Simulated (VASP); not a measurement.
```xyz
2
Lattice="4.2900 0.0000 0.0000 0.0000 4.2900 0.0000 0.0000 0.0000 4.2900" Properties=species:S:1:pos:R:3 pbc="T T T"
Cs     0.0000     0.0000     0.0000
Br     2.1450     2.1450     2.1450
```

These are TPSS meta-GGA, VASP's PBE PAW potentials (set 64) (plane waves; VASP 6.6.1) values and carry that method's errors. Numerical set-up: 520 eV cut-off, 6×6×6 Γ-centred mesh, Gaussian smearing of 0.050 eV, potentials Cs_sv Br.

Energy and stress use the plane-wave basis of the starting cell.

Question: The ions, cell shape and volume are relaxed. Predict the relaxed structure.

Answer: 
```xyz
2
Lattice="4.3859 0.0000 0.0000 0.0000 4.3859 0.0000 0.0000 0.0000 4.3859" Properties=species:S:1:pos:R:3 pbc="T T T"
Cs     0.0000     0.0000     0.0000
Br     2.1929     2.1929     2.1929
```
Space group Pm-3m (221), at a tolerance of 0.03 Å.

Question: How do energy and volume change from the first to the last step?

Answer: The energy (σ→0) changes by -6.0 meV/atom and the volume by +6.9 %, in 3 ionic steps.

The compound is CsBr in the CsCl type structure. This run relaxes it. Symmetry was kept, so distortions that lower it aren't found.
